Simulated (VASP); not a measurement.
# BPd2 (Pnnm) in VASP: single point with LDA

Aim: the single point of BPd2 with LDA.

Everything below comes from runs of VASP 6.6.1. Logs are shortened: lines on timing, memory, paths and dates and some standing lists are left out, and cuts for length are marked.

## Step 1: The cell of the first run

Symmetry: Pnnm, No. 58, orthorhombic system. The conventional cell has a = 4.643 Å, b = 5.055 Å, c = 3.094 Å, α = 90.00°, β = 90.00°, γ = 90.00°. B (site symmetry 2/m) has 6 Pd at 2.08 to 2.10 Å as nearest neighbours. Pd (site symmetry m) is surrounded by 3 B at 2.08 to 2.10 Å.

## Step 2: Single point, LDA (relaxed again under DFT LDA, scalar-relativistic, plane waves, PAW)

INCAR

```
ALGO = Fast
EDIFF = 1E-7
ENCUT = 520
GGA = CA
ISIF = 2
ISMEAR = 0
LASPH = T
LCHARG = F
LREAL = F
LWAVE = F
NBANDS = 32
NELM = 100
PREC = Accurate
SIGMA = 0.1
```

KPOINTS

```
k-points
0
Gamma
  8 8 12
```

POSCAR

```
BPd2
1.0
    4.6428598949      0.0000000000      0.0000000000
    0.0000000000      5.0546172308      0.0000000000
    0.0000000000      0.0000000000      3.0941303501
B Pd
2 4
Direct
    0.0000000000      0.0000000000      0.0000000000
    0.5000000000      0.5000000000      0.5000000000
    0.2514587407      0.3448042842      0.0000000000
    0.7485412593      0.6551957158      0.0000000000
    0.7514587407      0.1551957158      0.5000000000
    0.2485412593      0.8448042842      0.5000000000
```

Potentials or basis: VASP PAW LDA potentials, release 64 (B, Pd).

The run is started by

```console
cat potpaw_LDA.64/B/POTCAR potpaw_LDA.64/Pd/POTCAR > POTCAR
mpirun -np 1 vasp_std > vasp.out
```

OUTCAR:

```text
EDIFF = 1E-7
   ENCUT = 520
   GGA = CA
   ISIF = 2
   ISMEAR = 0
   LASPH = T
   LREAL = F
   NELM = 100
   PREC = Accurate

 ion  position               nearest neighbor table
   1  0.000  0.000  0.000-   5 2.08   6 2.08   5 2.08   6 2.08   3 2.10   4 2.10
   2  0.500  0.500  0.500-   3 2.08   4 2.08   3 2.08   4 2.08   5 2.10   6 2.10
   3  0.251  0.345  0.000-   2 2.08   2 2.08   1 2.10   4 2.79   4 2.81   5 2.95   5 2.95   5 2.95
                             5 2.95   6 2.96   6 2.96   6 2.96   6 2.96
   4  0.749  0.655  0.000-   2 2.08   2 2.08   1 2.10   3 2.79   3 2.81   6 2.95   6 2.95   6 2.95
                             6 2.95   5 2.96   5 2.96   5 2.96   5 2.96
   5  0.751  0.155  0.500-   1 2.08   1 2.08   2 2.10   6 2.79   6 2.81   3 2.95   3 2.95   3 2.95
                             3 2.95   4 2.96   4 2.96   4 2.96   4 2.96
   6  0.249  0.845  0.500-   1 2.08   1 2.08   2 2.10   5 2.79   5 2.81   4 2.95   4 2.95   4 2.95
                             4 2.95   3 2.96   3 2.96   3 2.96   3 2.96

  LATTYP: Found a simple orthorhombic cell.
 ALAT       =     3.0941303501
 B/A-ratio  =     1.5005379120
 C/A-ratio  =     1.6336148316

  Lattice vectors:

 A1 = (   0.0000000000,   0.0000000000,   3.0941303501)
 A2 = (   4.6428598949,   0.0000000000,   0.0000000000)
 A3 = (   0.0000000000,   5.0546172308,   0.0000000000)

Analysis of symmetry for initial positions (statically):
=====================================================================
 Subroutine PRICEL returns:
 Original cell was already a primitive cell.

 Routine SETGRP: Setting up the symmetry group for a
 simple orthorhombic supercell.

 Subroutine GETGRP returns: Found  8 space group operations
 (whereof  4 operations were pure point group operations)
 out of a pool of  8 trial point group operations.

The static configuration has the point symmetry C_2h.
 The point group associated with its full space group is D_2h.

Analysis of symmetry for dynamics (positions and initial velocities):
=====================================================================
 Subroutine PRICEL returns:
 Original cell was already a primitive cell.

 Routine SETGRP: Setting up the symmetry group for a
 simple orthorhombic supercell.

 Subroutine GETGRP returns: Found  8 space group operations
 (whereof  4 operations were pure point group operations)
 out of a pool of  8 trial point group operations.

The dynamic configuration has the point symmetry C_2h.
 The point group associated with its full space group is D_2h.

 Subroutine INISYM returns: Found  8 space group operations
 (whereof  4 operations are pure point group operations),
 and found     1 'primitive' translations

----------------------------------------------------------------------------------------

                                     Primitive cell

  volume of cell :      72.6127

  direct lattice vectors                    reciprocal lattice vectors
     4.642859895  0.000000000  0.000000000     0.215384488  0.000000000  0.000000000
     0.000000000  5.054617231  0.000000000     0.000000000  0.197838917  0.000000000
     0.000000000  0.000000000  3.094130350     0.000000000  0.000000000  0.323192589

  length of vectors
     4.642859895  5.054617231  3.094130350     0.215384488  0.197838917  0.323192589

  position of ions in fractional coordinates (direct lattice)
     0.000000000  0.000000000  0.000000000
     0.500000000  0.500000000  0.500000000
     0.251458741  0.344804284  0.000000000
     0.748541259  0.655195716  0.000000000
     0.751458741  0.155195716  0.500000000
     0.248541259  0.844804284  0.500000000

  ion indices of the primitive-cell ions
   primitive index   ion index
                 1           1
                 2           2
                 3           3
                 4           4
                 5           5
                 6           6

----------------------------------------------------------------------------------------

 KPOINTS: k-points

Automatic generation of k-mesh.
 Grid dimensions read from file:
 generate k-points for:    8    8   12

 Generating k-lattice:

  Cartesian coordinates                     Fractional coordinates (reciprocal lattice)
     0.026923061  0.000000000  0.000000000     0.125000000  0.000000000  0.000000000
     0.000000000  0.024729865  0.000000000     0.000000000  0.125000000  0.000000000
     0.000000000  0.000000000  0.026932716     0.000000000  0.000000000  0.083333333

  Length of vectors
     0.026923061  0.024729865  0.026932716

  Shift w.r.t. Gamma in fractional coordinates (k-lattice)
     0.000000000  0.000000000  0.000000000

 Subroutine IBZKPT returns following result:
 ===========================================

 Found    175 irreducible k-points:

 Following reciprocal coordinates:
            Coordinates               Weight
  0.000000  0.000000  0.000000      1.000000
  0.125000  0.000000  0.000000      2.000000
  0.250000  0.000000  0.000000      2.000000
  0.375000  0.000000  0.000000      2.000000
  0.500000  0.000000  0.000000      1.000000
  0.000000  0.125000  0.000000      2.000000
[... 16 lines left out ...]
  0.250000  0.500000  0.000000      2.000000
  0.375000  0.500000  0.000000      2.000000
 [... further k-points ...]
   k-points           NKPTS =    175   k-points in BZ     NKDIM =    175   number of bands    NBANDS=     32
   number of dos      NEDOS =    301   number of ions     NIONS =      6
   total plane-waves  NPLWV =  34560
   dimension x,y,z NGX =    36 NGY =   40 NGZ =   24
   dimension x,y,z NGXF=    72 NGYF=   80 NGZF=   48
   ions per type =               2   4
   NGX,Y,Z   is equivalent  to a cutoff of  12.89, 13.16, 12.90 a.u.
   NGXF,Y,Z  is equivalent  to a cutoff of  25.78, 26.31, 25.79 a.u.
 SYSTEM =  unknown system
   PREC   = accura    normal or accurate (medium, high low for compatibility)
   ISTART =      0    job   : 0-new  1-cont  2-samecut
   ICHARG =      2    charge: 1-file 2-atom 10-const
   ISPIN  =      1    spin polarized calculation?
   LNONCOLLINEAR =      F non collinear calculations
   LSORBIT =      F    spin-orbit coupling
   LASPH  =      T    aspherical Exc in radial PAW
   ENCUT  =  520.0 eV  38.22 Ry    6.18 a.u.   8.63  9.40  5.75*2*pi/ulx,y,z
   NELM   =    100;   NELMIN=  2; NELMDL= -5     # of ELM steps
   EDIFF  = 0.1E-06   stopping-criterion for ELM
   LREAL  =      F    real-space projection
   EDIFFG = 0.1E-05   stopping-criterion for IOM
   NSW    =      0    number of steps for IOM
   IBRION =     -1    ionic relax: 0-MD 1-quasi-New 2-CG
   NFREE  =      0    steps in history (QN), initial steepest desc. (CG)
   ISIF   =      2    stress and relaxation
   ISYM   =      2    0-nonsym 1-usesym 2-fastsym
   POTIM  = 0.5000    time-step for ionic-motion
   TEBEG  =    0.0;   TEEND  =   0.0 temperature during run
   PSTRESS=    0.0 pullay stress
   NELECT =      46.0000    total number of electrons
   NUPDOWN=      -1.0000    fix difference up-down
   EMIN   =  10.00;   EMAX   =-10.00  energy-range for DOS
   EFERMI =   0.00;   METHOD = LEGACY
   ISMEAR =     0;   SIGMA  =   0.10  broadening in eV -4-tet -1-fermi 0-gaus
   EFERMI_NEDOS =   21; number of points for ismear=-14 and -15
   IALGO  =     68    algorithm
   IMIX   =      4    mixing-type and parameters
     AMIX     =   0.40;   BMIX     =  1.00
     AMIX_MAG =   1.60;   BMIX_MAG =  1.00
  volume/ion in A,a.u.               =      12.10        81.67
  Fermi-wavevector in a.u.,A,eV,Ry     =   1.406015  2.656983 26.897061  1.976878
  Thomas-Fermi vector in A             =   2.528418
   LORBIT       =      0    0 simple, 1 ext, 2 COOP (PROOUT), +10 PAW based schemes
   GGA     = CA    functional components
   LHFCALC =     F    Hartree Fock is set to
   AEXX    =    0.0000 exact exchange contribution
   IVDW    =     0    specifies the selected vdW correction
   LEPSILON=     F    determine dielectric tensor
   LRPA    =     F    only Hartree local field effects (RPA)
 non-spin polarized calculation
 RMM-DIIS sequential band-by-band and
 Gauss-broadening in eV      SIGMA  =   0.10
  energy-cutoff  :      520.00
  volume of cell :       72.61
 maximum number of plane-waves:      1980
 NGX is ok and might be reduce to    36
   NGX = 17   NGY = 19   NGZ = 11

 number of electron      46.0000021 magnetization

 Free energy of the ion-electron system (eV)
  ---------------------------------------------------
  ext. energy  EPLUGINS =         0.00000000
  ---------------------------------------------------
  free energy    TOTEN  =       -42.60248742 eV

  energy without entropy =      -42.59436801  energy(sigma->0) =      -42.59842772

 E-fermi :   9.8809     XC(G=0): -13.2012

 val. band max:        9.8759508161   @ k =   0.3750   0.1250   0.2500
 cond. band min:       9.8822632271   @ k =   0.5000   0.1250   0.5000
 fundamental gap:      0.0063124110
 Fermi energy:         9.8808796031

 k-point     1 :       0.0000    0.0000    0.0000
  band No.  band energies     occupation
      1      -1.0728      2.00000
      2       1.7831      2.00000
      3       2.7820      2.00000
      4       3.2586      2.00000
      5       3.5020      2.00000
      6       4.2953      2.00000
[... 24 lines left out ...]
     31      18.4518      0.00000
     32      21.0514      0.00000

 k-point     2 :       0.1250    0.0000    0.0000
  band No.  band energies     occupation
      1      -0.9801      2.00000
      2       1.6200      2.00000
      3       2.8728      2.00000
      4       3.1736      2.00000
      5       3.5525      2.00000
      6       4.2119      2.00000
[... 24 lines left out ...]
     31      18.7550      0.00000
     32      20.9094      0.00000

 k-point     3 :       0.2500    0.0000    0.0000
  band No.  band energies     occupation
      1      -0.7127      2.00000
      2       1.2298      2.00000
      3       3.0491      2.00000
      4       3.0639      2.00000
      5       3.6997      2.00000
      6       4.1012      2.00000
[... 24 lines left out ...]
     31      19.3442      0.00000
     32      20.5956      0.00000

 k-point     4 :       0.3750    0.0000    0.0000
  band No.  band energies     occupation
      1      -0.3025      2.00000
      2       0.7317      2.00000
      3       3.0542      2.00000
      4       3.1638      2.00000
      5       3.9326      2.00000
      6       4.0966      2.00000
[... 24 lines left out ...]
     31      19.7814      0.00000
     32      20.2881      0.00000

 k-point     5 :       0.5000    0.0000    0.0000
  band No.  band energies     occupation
      1       0.1996      2.00000
      2       0.1996      2.00000
      3       3.1294      2.00000
      4       3.1294      2.00000
      5       4.2399      2.00000
      6       4.2399      2.00000
[... 584 lines left out ...]
     31      19.5000      0.00000
     32      19.5000      0.00000

 k-point    22 :       0.1250    0.5000    0.0000
  band No.  band energies     occupation
      1       0.2468      2.00000
      2       0.2468      2.00000
      3       3.6544      2.00000
      4       3.6544      2.00000
      5       4.1477      2.00000
      6       4.1477      2.00000
[... 24 lines left out ...]
     31      19.3559      0.00000
     32      19.3559      0.00000

 k-point    23 :       0.2500    0.5000    0.0000
  band No.  band energies     occupation
      1       0.3517      2.00000
      2       0.3517      2.00000
      3       3.5790      2.00000
      4       3.5790      2.00000
      5       4.2149      2.00000
      6       4.2149      2.00000
[... 24 lines left out ...]
     31      19.0568      0.00000
     32      19.0568      0.00000

 k-point    24 :       0.3750    0.5000    0.0000
  band No.  band energies     occupation
      1       0.4672      2.00000
      2       0.4672      2.00000
      3       3.4511      2.00000
      4       3.4511      2.00000
      5       4.2950      2.00000
      6       4.2950      2.00000
[... 24 lines left out ...]
     31      18.7532      0.00000
     32      18.7532      0.00000

 [... further k-points ...]

------------------------ aborting loop because EDIFF is reached ----------------------------------------

  FORCE on cell =-STRESS in cart. coord.  units (eV):
  Direction    XX          YY          ZZ          XY          YZ          ZX
  --------------------------------------------------------------------------------------
  -------------------------------------------------------------------------------------
  Total        0.3381765      0.3341838      0.3774606      0.0000000      0.0000000      0.0000000
  in kB        7.4617654      7.3736675      8.3285573      0.0000000      0.0000000      0.0000000
  external PRESSURE =       7.7213301 kB  Pullay stress =       0.0000000 kB

 VOLUME and BASIS-vectors are now :
 -----------------------------------------------------------------------------
  energy-cutoff  :      520.00
  volume of cell :       72.61
      direct lattice vectors                 reciprocal lattice vectors
     4.642859895  0.000000000  0.000000000     0.215384488  0.000000000  0.000000000
     0.000000000  5.054617231  0.000000000     0.000000000  0.197838917  0.000000000
     0.000000000  0.000000000  3.094130350     0.000000000  0.000000000  0.323192589

 POSITION                                       TOTAL-FORCE (eV/Angst)
 -----------------------------------------------------------------------------------
      0.00000      0.00000      0.00000         0.000000      0.000000      0.000000
      2.32143      2.52731      1.54707         0.000000      0.000000      0.000000
      1.16749      1.74285      0.00000        -0.018444      0.002061     -0.000000
      3.47537      3.31176      0.00000         0.018444     -0.002061      0.000000
      3.48892      0.78445      1.54707        -0.018444     -0.002061     -0.000000
      1.15394      4.27016      1.54707         0.018444      0.002061      0.000000
 -----------------------------------------------------------------------------------
    total drift:                                0.000000     -0.000000     -0.000000

  FREE ENERGIE OF THE ION-ELECTRON SYSTEM (eV)
  ---------------------------------------------------
  free  energy   TOTEN  =       -42.6024874237 eV

  energy  without entropy=      -42.5943680141  energy(sigma->0) =      -42.59842772
```

Wall time 4.8 min (1 thread of AMD EPYC 9R45 (Zen 5), shared host); peak memory 0.37 GiB.

Results:

```yaml
Free_energy: -42.6025 eV
Pressure: 0.8 GPa
Largest_force: 0.019 eV/Å
Band_gap_on_the_k_mesh: none (metal or under the smearing width)
```

Forces on the atoms (eV/Å):
```
B    0.000  0.000  0.000
B    0.000  0.000  0.000
Pd  -0.018  0.002  0.000
Pd   0.018 -0.002  0.000
Pd  -0.018 -0.002  0.000
Pd   0.018  0.002  0.000
```

Stress tensor (GPa, compression positive):
```
0.75 0.00 0.00
0.00 0.74 0.00
0.00 0.00 0.83
```

Levels at points of the mesh, in eV from the Fermi level:
```
           k point  band 21  band 22  band 23  band 24  band 25  band 26
(0.00, 0.00, 0.00)    -1.76    -1.60    -0.11     0.74     1.63     2.59
(0.50, 0.00, 0.00)    -1.71    -1.71    -1.50    -1.50     2.39     2.39
(0.00, 0.50, 0.00)    -2.04    -2.04     0.84     0.84     2.18     2.18
(0.50, 0.50, 0.00)    -2.21    -2.21    -1.58    -1.58     4.36     4.36
(0.00, 0.00, 0.50)    -1.60    -1.60     1.54     1.54     1.65     1.65
(0.50, 0.00, 0.50)    -1.90    -1.90     0.06     0.06     2.93     2.93
(0.00, 0.50, 0.50)    -0.77    -0.77    -0.42    -0.42     1.96     1.96
(0.50, 0.50, 0.50)    -1.41    -1.41    -1.14    -1.14     2.02     2.02
```
